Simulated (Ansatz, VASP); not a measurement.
## Ni (Ni wire of staggered 4-rings about a central row) in two plane-wave programs

One calculation is typed for both programs; each brings its own data sets. How far apart do they land? The cell is taken from a series of runs on this material, whose earlier steps may have relaxed, scaled, displaced or heated it; both programs get it as it stands.

Main program and level: Ansatz 0.2.0; plane waves, with VASP 6.6.1 beside it; single point at LDA and single point at PBEsol.

### 1. Set-up

The cell holds 10 atoms: 10 Ni. Cell: a = 10.982 Å, b = 10.982 Å, c = 4.383 Å, α = 90.0°, β = 90.0°, γ = 90.0°. Vacuum lies along a and b. The structure's axis is c.

### 2. Ansatz: single point, LDA

Ansatz runs on its default PAW (the set named soft_2) files.

With cell and atoms fixed, the geometry can't cause a difference; cores, projectors, grids and the points listed under the comparison can.

input.yaml

```yaml
crystal:
  lattice:
    - [10.982, 0.0, 0.0]
    - [0.0, 10.982, 0.0]
    - [0.0, 0.0, 4.3828531286]
  atoms:
    - { symbol: Ni, position: [0.317095731, 0.49997936, 0.0], spin: 0.76 }
    - { symbol: Ni, position: [0.49997936, 0.682862989, 0.0], spin: 0.76 }
    - { symbol: Ni, position: [0.49997936, 0.317095731, 0.0], spin: 0.76 }
    - { symbol: Ni, position: [0.682862989, 0.49997936, 0.0], spin: 0.76 }
    - { symbol: Ni, position: [0.49997936, 0.49997936, 0.250049962], spin: 0.85 }
    - { symbol: Ni, position: [0.370638289, 0.629320431, 0.5], spin: 0.76 }
    - { symbol: Ni, position: [0.370638289, 0.370638289, 0.5], spin: 0.76 }
    - { symbol: Ni, position: [0.629320431, 0.629320431, 0.5], spin: 0.76 }
    - { symbol: Ni, position: [0.629320431, 0.370638289, 0.5], spin: 0.76 }
    - { symbol: Ni, position: [0.49997936, 0.49997936, 0.749950038], spin: 0.85 }
magnetization:
  spin_polarized: true
kpoints:
  mp_grid: { grid: [1, 1, 14] }
  band_path: { path: ["Γ", Z], npoints: 50 }
scf:
  occupations: { method: fermi_dirac, width: 0.05 }
hamiltonian:
  xc: lda
```

Run with:

```console
$ ansatz run input.yaml --threads 8 --pin off --max-ram 16384MiB --backend cpu --events-out ev --progress --plain --runs-dir out
```

Numbers of over 12 decimals in the logs are rounded to 6 here.

Log:

```text
Engine: ansatz 0.2.0, x86_64-unknown-linux-gnu
Pseudopotentials: kind: paw
Pseudopotential: Ni, paw, valence charge 18, recommended cutoff 420 eV (normal), Ni.paw.azcp
Functional definition: SPW92
  exchange = slater_x
  correlation = pw_c
Crystal: 10 atoms, lattice volume = 528.591 Å³
Basis set: ecut = 420 eV, 10343 PW (Γ)
Bands: 113, of which v1, the nominal top of the filled ones, is band 90 counted from 1 (89 counted from 0)
Symmetry: 16 space group operations
Space group: P4/mmm (ITA 123), of the structure as read, at distance tolerance 8.1e-5 Å
Magnetic group: BNS 123.339 (UNI 999), of the structure as read, at distance tolerance 8.1e-5 Å
k-points: 8 of 14
Non-local potential: Ni, projectors of the file, l = 0: 3, l = 1: 2, l = 2: 3, l = 3: 1
PAW form: soft (Blöchl's): semilocal exchange-correlation on the pseudo side does not see the compensation charge
PAW frozen core: Ni, regenerated for the run's functional, and the local potential with it (the file was generated under x = pbe(κ = 0.804, μ = 0.219515), c = pbe(β = 0.066725))
PAW one-centre angular grid: Ni, 590 points (default); XC on 64 Gauss nodes
Initial density: superposition of atomic densities (neutral atoms: chi_scale 0, normalization atom)
Starting moments: Σ|m| = 7.78 μB on 10 of 10 sites
Initial wavefunctions: pseudopotential atomic-orbital guess
Functional: x = slater, c = lda
SCF iter   1: F=—  HF=-57704.414440 eV  |F-HF|=—  |Δ(HF+E_count)|=         —  Δρ=2.58e-2 (↑2.58e-2 ↓2.55e-2)  dr2=2.26e1  dr2_m=9.67e-1  M=8.222 μB ∫|m|=8.756 μB  β_m=0.30  ethr=3.10e-3  ⟨swp⟩=8.6  Hψ=8953  notcnv=0  defer=30
Mixer restart at iter 1: flushing history
preconditioner: auto → LDOS  [metal: Δε(μ)=0.017 eV  Ē_g=5.810 eV  σ=0.050 eV  W_gap=0.09  n_scr=102 (ndim 8)  ℏωp=16.2 eV  f_vac=0.648  D(μ)=22.63/eV (n_scr^D=182)]
spin=Collinear: LDOS preconditioning applied to the charge; magnetization (m = ρ↑ − ρ↓) channel mixes plain (no charge-response kernel on spin).
SCF iter   2: F=—  HF=-57706.630006 eV  |F-HF|=—  |Δ(HF+E_count)|=    2.22e0  Δρ=1.79e-2 (↑1.79e-2 ↓1.05e-2)  dr2=3.91e0  dr2_m=4.46e-1  M=8.095 μB ∫|m|=8.801 μB  β_m=0.38  ethr=3.10e-3  ⟨swp⟩=3.2  Hψ=3178  notcnv=0  defer=148
SCF iter   3: F=—  HF=-57713.337949 eV  |F-HF|=—  |Δ(HF+E_count)|=    6.71e0  Δρ=7.24e-3 (↑3.94e-3 ↓7.24e-3)  dr2=2.40e-1  dr2_m=1.04e-1  M=7.869 μB ∫|m|=8.752 μB  β_m=0.43  ethr=2.17e-3  ⟨swp⟩=2.9  Hψ=3024  notcnv=0  defer=145
SCF iter   4: F=—  HF=-57715.147134 eV  |F-HF|=—  |Δ(HF+E_count)|=    1.81e0  Δρ=5.27e-3 (↑2.41e-3 ↓5.27e-3)  dr2=2.31e-1  dr2_m=2.35e-2  M=7.380 μB ∫|m|=8.362 μB  β_m=0.71  ethr=1.33e-4  ⟨swp⟩=2.9  Hψ=2816  notcnv=0  defer=145
SCF iter   5: F=—  HF=-57716.552342 eV  |F-HF|=—  |Δ(HF+E_count)|=    1.41e0  Δρ=1.99e-3 (↑9.53e-4 ↓1.99e-3)  dr2=2.26e-2  dr2_m=7.53e-3  M=7.281 μB ∫|m|=8.260 μB  β_m=0.85  ethr=1.28e-4  ⟨swp⟩=3.0  Hψ=2932  notcnv=0  defer=145
SCF iter   6: F=—  HF=-57716.755329 eV  |F-HF|=—  |Δ(HF+E_count)|=   2.03e-1  Δρ=3.50e-3 (↑2.20e-3 ↓3.50e-3)  dr2=9.71e-2  dr2_m=3.03e-3  M=7.232 μB ∫|m|=8.152 μB  β_m=0.85  ethr=1.25e-5  ⟨swp⟩=2.0  Hψ=3469  notcnv=0  defer=163
SCF iter   7: F=—  HF=-57716.750542 eV  |F-HF|=—  |Δ(HF+E_count)|=   4.79e-3  Δρ=7.08e-4 (↑5.28e-4 ↓7.08e-4)  dr2=2.75e-3  dr2_m=1.38e-3  M=7.238 μB ∫|m|=8.155 μB  β_m=0.82  ethr=1.25e-5  ⟨swp⟩=2.1  Hψ=3240  notcnv=0  defer=163
SCF iter   8: F=—  HF=-57716.750242 eV  |F-HF|=—  |Δ(HF+E_count)|=   3.00e-4  Δρ=4.89e-4 (↑2.14e-4 ↓4.89e-4)  dr2=3.34e-4  dr2_m=5.73e-4  M=7.238 μB ∫|m|=8.148 μB  β_m=0.91  ethr=1.53e-6  ⟨swp⟩=2.0  Hψ=2508  notcnv=0  defer=163
SCF iter   9: F=—  HF=-57716.750285 eV  |F-HF|=—  |Δ(HF+E_count)|=   4.39e-5  Δρ=2.63e-4 (↑9.38e-5 ↓2.63e-4)  dr2=4.07e-4  dr2_m=6.34e-5  M=7.238 μB ∫|m|=8.145 μB  β_m=0.72  ethr=1.86e-7  ⟨swp⟩=2.0  Hψ=2719  notcnv=0  defer=163
[...]
SCF iter  16: F=-57716.750205 eV  HF=-57716.750205 eV  |F-HF|=1.13e-9  |Δ(HF+E_count)|=  2.26e-10  Δρ=4.53e-7 (↑1.01e-7 ↓4.53e-7)  dr2=1.22e-9  dr2_m=2.30e-10  M=7.238 μB ∫|m|=8.144 μB  β_m=1.00  ethr=2.40e-12  ⟨swp⟩=1.3  Hψ=4456  notcnv=0
Mixer restart at iter 16: flushing history
SCF iter  17: F=-57716.750204 eV  HF=-57716.750205 eV  |F-HF|=1.60e-7  |Δ(HF+E_count)|=   4.97e-9  Δρ=4.98e-6 (↑8.29e-7 ↓4.98e-6)  dr2=1.69e-7  dr2_m=2.20e-8  M=7.238 μB ∫|m|=8.144 μB  β_m=1.00  ethr=1.00e-12  ⟨swp⟩=2.0  Hψ=3127  notcnv=0  κ⁻¹=1.0e0(r=1)
iter 18 met the thresholds in force, and the SCF goes on: an eigenvalue changes by 1.22 meV, over its tolerance of 1.00 meV (output.eigenvalues, Limitations)
SCF iter  18: F=-57716.750205 eV  HF=-57716.750205 eV  |F-HF|=1.28e-9  |Δ(HF+E_count)|=   4.95e-9  Δρ=4.43e-7 (↑7.44e-8 ↓4.43e-7)  dr2=1.39e-9  dr2_m=1.87e-10  M=7.238 μB ∫|m|=8.144 μB  β_m=1.00  ethr=1.00e-12  ⟨swp⟩=1.6  Hψ=5009  notcnv=0  κ⁻¹=4.9e-3(r=2)
iter 19 met the thresholds in force, and the SCF goes on: an eigenvalue changes by 1.97 meV, over its tolerance of 1.00 meV (output.eigenvalues, Limitations)
SCF iter  19: F=-57716.750205 eV  HF=-57716.750205 eV  |F-HF|=2.63e-9  |Δ(HF+E_count)|=  6.55e-11  Δρ=6.16e-7 (↑1.43e-7 ↓6.16e-7)  dr2=2.80e-9  dr2_m=2.91e-10  M=7.238 μB ∫|m|=8.144 μB  β_m=1.00  ethr=1.00e-12  ⟨swp⟩=1.0  Hψ=3685  notcnv=0  κ⁻¹=2.6e-3(r=3)
iter 20 met the thresholds in force, and the SCF goes on: an eigenvalue changes by 1.04 meV, over its tolerance of 1.00 meV (output.eigenvalues, Limitations)
SCF iter  20: F=-57716.750205 eV  HF=-57716.750205 eV  |F-HF|=1.62e-9  |Δ(HF+E_count)|=  4.37e-11  Δρ=5.78e-7 (↑4.81e-8 ↓5.78e-7)  dr2=2.00e-9  dr2_m=3.43e-10  M=7.238 μB ∫|m|=8.144 μB  β_m=1.00  ethr=1.00e-12  ⟨swp⟩=1.0  Hψ=3680  notcnv=0  κ⁻¹=6.8e-4(r=4)
SCF iter  21: F=-57716.750205 eV  HF=-57716.750205 eV  |F-HF|=4.73e-10  |Δ(HF+E_count)|=  3.64e-11  Δρ=2.78e-7 (↑2.89e-8 ↓2.78e-7)  dr2=4.70e-10  dr2_m=8.26e-11  M=7.238 μB ∫|m|=8.144 μB  ethr=1.00e-12  ⟨swp⟩=1.0  Hψ=3680  notcnv=0
SCF 1 converged in 21 iterations: F = -57716.750205 eV  dr2 = 4.70e-10
  greatest PAW one-centre occupation: 1.003 electrons in one spin orbital (limit 2), on the Ni atom at site 7 (counted from 0), in its partial waves of l = 1
NSCF: frozen V_eff on 51 k-points
SCF converged after 21 iterations
an eigenvalue changed by more than its tolerance at an iteration that met the thresholds in force, so the SCF went on 5 times, its first undamped step at iteration 16: the last check found none over its tolerance
Magnetization: 7.2379 μB (93.6190 up, 86.3810 down)
Absolute magnetization: 8.1502 μB (∫|ρ↑−ρ↓|, with the PAW one-centre terms)
Spin contamination: 0.1071 ħ² per cell (⟨S²⟩ above its minimum at these occupations)
Per-site moments (μB) at R_I (Å): [(0.731952, 0.943792), (0.731952, 0.943792), (0.731952, 0.943792), (0.731952, 0.943792), (0.834867, 0.903783), (0.732806, 0.943833), (0.732806, 0.943833), (0.732806, 0.943833), (0.732806, 0.943833), (0.834867, 0.903783)]
Free energy (F): -57716.750205 eV
Harris-Foulkes:  -57716.750205 eV  (|F-HF|=4.73e-10)
Internal energy: -57716.556279 eV  (E = F + TS)
E sigma→0 (E₀):  -57716.653242 eV
Entropy (-TS):   -0.193926 eV (-19.393 meV/atom)
Fermi energy:    0.142434 eV
--- Per-component energies (eV) ---
  E_band       = -5976.633336
  E_kinetic    = 2826.031485
  E_local      = -135055.567980  (includes V_loc(G=0)·N_el)
  E_nonlocal   = 6446.550202
  E_hartree    = 63104.770964
  E_xc         = -821.696390
  E_vxc        = -1063.349678  (∫ρ·V_xc dr)
  E_paw        = -15677.692516  (= ΣΔE_a)
  E_vpaw       = -5339.845774  (= ΣTr[D̂ρ^β])
  E_aug_tail   = 0.004137  (compensation charges beyond the density's cutoff)
  E_ewald      = 21456.702614
  E_core_change = 4.341205  (= ΣΔE_core)
  E_smearing   = -0.193926  (= −TS)
  E_closure    = -0.000000  (closes the sum)
  Σ components = -57716.750205   (vs F -57716.750205, Δ=0.00e0)
--- Band table (eV; the first three rows and the last of 16) ---
  k-point 0 ↑: bands = [... 86 lower, -0.6089, -0.6089, -0.5684, -0.5226, -0.5212, -0.4819, -0.2379, 0.5087, ... 19 higher]
  k-point 1 ↑: bands = [... 86 lower, -0.5926, -0.5926, -0.5722, -0.5281, -0.5271, -0.5105, -0.2636, 0.5438, ... 19 higher]
  k-point 2 ↑: bands = [... 86 lower, -0.5908, -0.5835, -0.5616, -0.5616, -0.5429, -0.5428, -0.3378, 0.6523, ... 19 higher]
  k-point 7 ↓: bands = [... 86 lower, 0.0941, 0.0941, 0.0942, 0.0942, 0.2070, 0.2110, 0.5568, 0.5568, ... 19 higher]
```

[end of part 1 of 2]

[Lines on the potential files, build, host, timing and source positions are cut from VASP's logs without a mark.]

[Logs are printed without paths, hosts, clocks, repeated set-up lines and the standing remarks that a program may print on its own settings, such as how far it seeks lower states.]

[Hosts, paths, dates, database ids (printed as entryN), source tags and the programs' standing remarks are cut or masked in the printed files.]
